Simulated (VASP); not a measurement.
Method: PBEsol GGA, VASP's PBE PAW potentials (set 64) (plane waves; VASP).

Input for VASP

**KPOINTS**
```
Automatic mesh
0
Gamma
12 12 4
0 0 0
```

POSCAR:
```
NbAs
1
    3.2911551162     0.0000000000     0.0000000000
   -1.6455775582     2.8502238973     0.0000000000
   -0.0000000000    -0.0000000000     8.4243023766
Nb As
2 2
Direct
  0.3333330000   0.6666670000   0.0384127722
  0.6666670000   0.3333330000   0.5384127722
  0.3333330000   0.6666670000   0.3365872278
  0.6666670000   0.3333330000   0.8365872278
```

**INCAR**
```
LMAXMIX  =  4   # l cut-off of mixed one-centre charges
LCHARG  =  .TRUE.
LASPH  =  .TRUE.
ISIF  =  2
GGA  =  PS   # PBEsol
LWAVE  =  .FALSE.
ALGO  =  Normal   # blocked Davidson
ENCUT  =  400   # plane-wave cut-off (eV)
NELM  =  100
NEDOS  =  601
LORBIT  =  11
LREAL  =  .FALSE.   # projection in real space or not
EDIFF  =  1E-7   # SCF stop (eV)
ISMEAR  =  -5
SYSTEM  =  NbAs
LEFG  =  .TRUE.
PREC  =  Accurate
```

POTCAR, in this order: Nb_sv As (PBE.64 set). Program: vasp_std.

The run wrote:

OUTCAR:
```
 ion  position               nearest neighbor table
   1  0.333  0.667  0.038-   3 2.51   4 2.55   4 2.55   4 2.55
   2  0.667  0.333  0.538-   4 2.51   3 2.55   3 2.55   3 2.55
   3  0.333  0.667  0.337-   1 2.51   2 2.55   2 2.55   2 2.55
   4  0.667  0.333  0.837-   2 2.51   1 2.55   1 2.55   1 2.55
  LATTYP: Found a hexagonal cell.
 ALAT       =     3.2911551162
 C/A-ratio  =     2.5596795287
 Subroutine PRICEL returns:
 Original cell was already a primitive cell.
 Subroutine GETGRP returns: Found 12 space group operations
The static configuration has the point symmetry C_3v.
 The point group associated with its full space group is C_6v.
The dynamic configuration has the point symmetry C_3v.
 Subroutine INISYM returns: Found 12 space group operations
 Subroutine IBZKPT returns following result:
 Found     57 irreducible k-points:

 Following reciprocal coordinates:
            Coordinates               Weight
  0.000000  0.000000  0.000000      1.000000
  0.083333  0.000000  0.000000      6.000000
  0.166667  0.000000  0.000000      6.000000
  0.250000 -0.000000  0.000000      6.000000
  0.333333  0.000000  0.000000      6.000000
...
```

OSZICAR:
```
       N       E                     dE             d eps       ncg     rms          rms(c)
DAV:   1     0.295533894867E+03    0.29553E+03   -0.17036E+04  2580   0.131E+03
DAV:   2    -0.723295717338E+01   -0.30277E+03   -0.29707E+03  3172   0.476E+02
DAV:   3    -0.320431321423E+02   -0.24810E+02   -0.24489E+02  4530   0.100E+02
DAV:   4    -0.336758638692E+02   -0.16327E+01   -0.16261E+01  3762   0.238E+01
DAV:   5    -0.337449475143E+02   -0.69084E-01   -0.68994E-01  4022   0.477E+00    0.110E+01
DAV:   6    -0.319134586749E+02    0.18315E+01   -0.14973E+01  3674   0.212E+01    0.355E+00
DAV:   7    -0.317445053561E+02    0.16895E+00   -0.14264E+00  3902   0.633E+00    0.244E+00
DAV:   8    -0.317167898175E+02    0.27716E-01   -0.15466E-01  3320   0.260E+00    0.553E-01
DAV:   9    -0.317172023631E+02   -0.41255E-03   -0.26854E-02  4128   0.106E+00    0.307E-01
DAV:  10    -0.317172693655E+02   -0.67002E-04   -0.19963E-03  3364   0.362E-01    0.109E-01
DAV:  11    -0.317172453309E+02    0.24035E-04   -0.81607E-04  3944   0.172E-01    0.238E-02
DAV:  12    -0.317172551308E+02   -0.97999E-05   -0.59603E-05  3708   0.658E-02    0.779E-03
DAV:  13    -0.317172544571E+02    0.67377E-06   -0.22952E-06  3368   0.107E-02    0.341E-03
DAV:  14    -0.317172527775E+02    0.16796E-05   -0.70590E-07  2958   0.690E-03    0.814E-04
DAV:  15    -0.317172532881E+02   -0.51063E-06   -0.11190E-07  2016   0.341E-03    0.604E-04
DAV:  16    -0.317172535137E+02   -0.22556E-06   -0.34468E-08  1968   0.174E-03    0.335E-04
DAV:  17    -0.317172536137E+02   -0.99976E-07   -0.14517E-08  1830   0.152E-03
   1 F= -.31717254E+02 E0= -.31717254E+02  d E =0.000000E+00
```

File OUTCAR:
```
------------------------ aborting loop because EDIFF is reached ----------------------------------------
  FORCE on cell =-STRESS in cart. coord.  units (eV):
  Direction    XX          YY          ZZ          XY          YZ          ZX
  --------------------------------------------------------------------------------------
  Total        0.1250022      0.1250022     -0.1871267     -0.0000000      0.0000000      0.0000000
  in kB        2.5343531      2.5343530     -3.7938927     -0.0000000      0.0000000      0.0000000
  external PRESSURE =       0.4249378 kB  Pullay stress =       0.0000000 kB
  volume of cell :       79.02
      direct lattice vectors                 reciprocal lattice vectors
     3.291155116  0.000000000  0.000000000     0.303844688  0.175424815  0.000000000
    -1.645577558  2.850223897  0.000000000     0.000000000  0.350849630  0.000000000
     0.000000000  0.000000000  8.424302377     0.000000000  0.000000000  0.118704191
 POSITION                                       TOTAL-FORCE (eV/Angst)
 -----------------------------------------------------------------------------------
     -0.00000      1.90015      0.32360         0.000000      0.000000     -0.004145
      1.64558      0.95007      4.53575        -0.000000     -0.000000     -0.004145
     -0.00000      1.90015      2.83551         0.000000     -0.000000      0.004145
      1.64558      0.95007      7.04766        -0.000000      0.000000      0.004145
 -----------------------------------------------------------------------------------
    total drift:                               -0.003244      0.001872     -0.000419
  FREE ENERGIE OF THE ION-ELECTRON SYSTEM (eV)
  ---------------------------------------------------
  free  energy   TOTEN  =       -31.7172536137 eV

  energy  without entropy=      -31.7172536137  energy(sigma->0) =      -31.71725361

 total charge

# of ion       s       p       d       tot
------------------------------------------
    1        2.173   5.989   2.521  10.683
    2        2.173   5.989   2.521  10.683
    3        1.238   1.579   0.067   2.883
    4        1.238   1.579   0.067   2.883
--------------------------------------------------
tot          6.822  15.136   5.174  27.132

 Electric field gradients after diagonalization (V/A^2)
 (convention: |V_zz| > |V_xx| > |V_yy|)
----------------------------------------------------------------------
 ion       V_xx      V_yy      V_zz     asymmetry (V_yy - V_xx)/ V_zz
----------------------------------------------------------------------
   1      29.744    29.743   -59.487       0.000
   2      29.744    29.743   -59.487       0.000
   3      63.702    63.701  -127.403       0.000
   4      63.702    63.701  -127.403       0.000
```
(Selected blocks of OUTCAR.)

### OUTCAR
```
 val. band max:        7.7228873440   @ k =   0.0833   0.0833   0.0000

 cond. band min:       7.6371995892   @ k =   0.3333   0.3333   0.5000


 Fermi energy:         7.7055837751

 k-point     1 :       0.0000    0.0000    0.0000
  band No.  band energies     occupation
      1     -47.0193      2.00000
      2     -47.0187      2.00000
      3     -23.2672      2.00000
      4     -23.2287      2.00000
      5     -22.9295      2.00000
      6     -22.9295      2.00000
      7     -22.9273      2.00000
      8     -22.9273      2.00000
      9      -4.7347      2.00000
     10      -3.8407      2.00000
     11       2.0459      2.00000
     12       3.6077      2.00000
     13       6.5380      2.00000
     14       6.8603      2.00000
     15       6.8604      2.00000
     16       7.1494      2.00000
     17       7.1494      2.00000
     18       7.2366      2.00000
     19       8.5063      0.00000
     20       8.5063      0.00000
     21       9.1410      0.00000
     22       9.1410      0.00000

 k-point     2 :       0.0833    0.0000    0.0000
  band No.  band energies     occupation
      1     -47.0166      2.00000
      2     -47.0160      2.00000
      3     -23.2618      2.00000
      4     -23.2246      2.00000
      5     -22.9559      2.00000
      6     -22.9539      2.00000
      7     -22.9356      2.00000
      8     -22.9334      2.00000
      9      -4.6297      2.00000
     10      -3.7620      2.00000
     11       2.1967      2.00000
     12       3.7006      2.00000
     13       6.2896      2.00000
     14       6.5109      2.00000
     15       6.8848      2.00000
     16       6.9160      2.00000
     17       7.2326      2.00000
     18       7.5022      2.00102
     19       8.4755      0.00000
     20       8.4769      0.00000
     21       9.0150      0.00000
     22       9.1078      0.00000

 k-point     3 :       0.1667    0.0000    0.0000
  band No.  band energies     occupation
      1     -47.0092      2.00000
...
```

For a metal the tetrahedron method with Blöchl corrections gives inexact stress and forces.

The structure was generated: NbAs was put into the wurtzite type (P6_3mc), which need not be its known phase. It was relaxed first, which changed the volume by -43 %.
